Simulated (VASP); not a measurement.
Output of a VASP run:

OSZICAR:
```
       N       E                     dE             d eps       ncg     rms          rms(c)
DAV:   1     0.508535457571E+02    0.50854E+02   -0.75062E+03   720   0.118E+03
DAV:   2    -0.304231774992E+02   -0.81277E+02   -0.72636E+02  1012   0.219E+02
DAV:   3    -0.346759071783E+02   -0.42527E+01   -0.42245E+01   944   0.555E+01
DAV:   4    -0.347162837746E+02   -0.40377E-01   -0.40364E-01   824   0.609E+00
DAV:   5    -0.347169141601E+02   -0.63039E-03   -0.63036E-03   916   0.785E-01    0.121E+01
DAV:   6    -0.299389466426E+02    0.47780E+01   -0.17839E+01   876   0.319E+01    0.412E+00
DAV:   7    -0.299598274937E+02   -0.20881E-01   -0.66830E-01   768   0.635E+00    0.281E+00
DAV:   8    -0.299466927103E+02    0.13135E-01   -0.87985E-02   808   0.307E+00    0.493E-01
DAV:   9    -0.299413764739E+02    0.53162E-02   -0.22952E-02   912   0.111E+00    0.245E-01
DAV:  10    -0.299418887490E+02   -0.51228E-03   -0.20328E-03   828   0.348E-01    0.137E-01
DAV:  11    -0.299418186565E+02    0.70093E-04   -0.18895E-04   856   0.113E-01    0.333E-02
DAV:  12    -0.299418194467E+02   -0.79018E-06   -0.64893E-06   792   0.259E-02    0.826E-03
DAV:  13    -0.299418190714E+02    0.37531E-06   -0.53029E-06   876   0.170E-02    0.471E-03
DAV:  14    -0.299418190799E+02   -0.85088E-08   -0.37882E-07   792   0.553E-03
   1 F= -.29941819E+02 E0= -.29941819E+02  d E =-.299418E+02
       N       E                     dE             d eps       ncg     rms          rms(c)
DAV:   1    -0.299422093483E+02   -0.39028E-03   -0.17345E-02   720   0.126E+00    0.705E-02
DAV:   2    -0.299421058738E+02    0.10347E-03   -0.14632E-04   916   0.115E-01    0.400E-02
DAV:   3    -0.299420511267E+02    0.54747E-04   -0.80128E-05   884   0.779E-02    0.249E-03
DAV:   4    -0.299420516534E+02   -0.52668E-06   -0.55420E-06   820   0.219E-02    0.211E-03
DAV:   5    -0.299420516560E+02   -0.26159E-08   -0.88490E-08   532   0.299E-03
   2 F= -.29942052E+02 E0= -.29942052E+02  d E =-.232576E-03
       N       E                     dE             d eps       ncg     rms          rms(c)
DAV:   1    -0.299421096727E+02   -0.58019E-04   -0.36254E-03   720   0.578E-01    0.322E-02
DAV:   2    -0.299420880164E+02    0.21656E-04   -0.30631E-05   916   0.526E-02    0.183E-02
DAV:   3    -0.299420765134E+02    0.11503E-04   -0.16880E-05   884   0.358E-02    0.115E-03
DAV:   4    -0.299420766275E+02   -0.11415E-06   -0.11770E-06   820   0.101E-02    0.973E-04
DAV:   5    -0.299420766302E+02   -0.26724E-08   -0.19123E-08   432   0.139E-03
   3 F= -.29942077E+02 E0= -.29942077E+02  d E =-.257550E-03
       N       E                     dE             d eps       ncg     rms          rms(c)
DAV:   1    -0.299420911884E+02   -0.14561E-04   -0.12573E-02   720   0.103E+00    0.192E-02
DAV:   2    -0.299421026288E+02   -0.11440E-04   -0.19760E-04   840   0.121E-01    0.124E-02
DAV:   3    -0.299420975003E+02    0.51285E-05   -0.54418E-06   852   0.272E-02    0.516E-03
DAV:   4    -0.299420970346E+02    0.46570E-06   -0.53046E-06   856   0.203E-02    0.202E-03
DAV:   5    -0.299420970522E+02   -0.17576E-07   -0.49255E-07   664   0.664E-03
   4 F= -.29942097E+02 E0= -.29942097E+02  d E =-.204220E-04
```

### OUTCAR
```
------------------------ aborting loop because EDIFF is reached ----------------------------------------
  FORCE on cell =-STRESS in cart. coord.  units (eV):
  Direction    XX          YY          ZZ          XY          YZ          ZX
  --------------------------------------------------------------------------------------
  Total       -1.4979699     -1.4979699     -1.4745694      0.0000000      0.0000000      0.0000000
  in kB      -54.8466429    -54.8466427    -53.9898572      0.0000000      0.0000000      0.0000000
  external PRESSURE =     -54.5610476 kB  Pullay stress =       0.0000000 kB
  volume of cell :       43.76
      direct lattice vectors                 reciprocal lattice vectors
     1.578356929 -2.733794387  0.000000000     0.316785127 -0.182895979 -0.000000000
     1.578356929  2.733794387  0.000000000     0.316785127  0.182895979  0.000000000
     0.000000000 -0.000000000  5.070637283     0.000000000  0.000000000  0.197213870
  FREE ENERGIE OF THE ION-ELECTRON SYSTEM (eV)
  ---------------------------------------------------
  free  energy   TOTEN  =       -29.9420970522 eV

  energy  without entropy=      -29.9420970522  energy(sigma->0) =      -29.94209705

 reached required accuracy - stopping structural energy minimisation
```
(Selected blocks of OUTCAR.)

File POSCAR:
```
AlN
1
    1.5800060533    -2.7366507547     0.0000000000
    1.5800060533     2.7366507547     0.0000000000
    0.0000000000     0.0000000000     5.0600578942
Al N
2 2
Direct
  0.6666670000   0.3333330000   0.5000587813
  0.3333330000   0.6666670000   0.0000587813
  0.6666670000   0.3333330000   0.8819412187
  0.3333330000   0.6666670000   0.3819412187
```

Task: Reconstruct the remaining input files.

Result: This is not unique; one that fits is the input of the run itself, PW91 GGA, plane waves, VASP's PBE PAW potentials (set 64).

**KPOINTS**
```
Automatic
0
G
8 8 5
0 0 0
```

**INCAR**
```
LASPH = T   ! aspherical one-centre terms
NELM = 100
LREAL = F
ISIF = 4
LWAVE = F
PREC = Accurate
ENCUT = 520   ! plane-wave cut-off (eV)
SIGMA = 0.05
IBRION = 2
ALGO = Normal   ! blocked Davidson
ISMEAR = 0   ! Gaussian
GGA = 91   ! PW91
EDIFFG = -0.01
SYSTEM = AlN
EDIFF = 1E-7
NSW = 30   ! most ionic steps
LCHARG = F
```

POTCAR, in this order: Al N (PBE.64 set). Program: vasp_std.

The compound is AlN in the wurtzite structure. This cell is one point of a volume scan, at 1.03 of the reference volume. Symmetry was kept, so distortions that lower it aren't found.
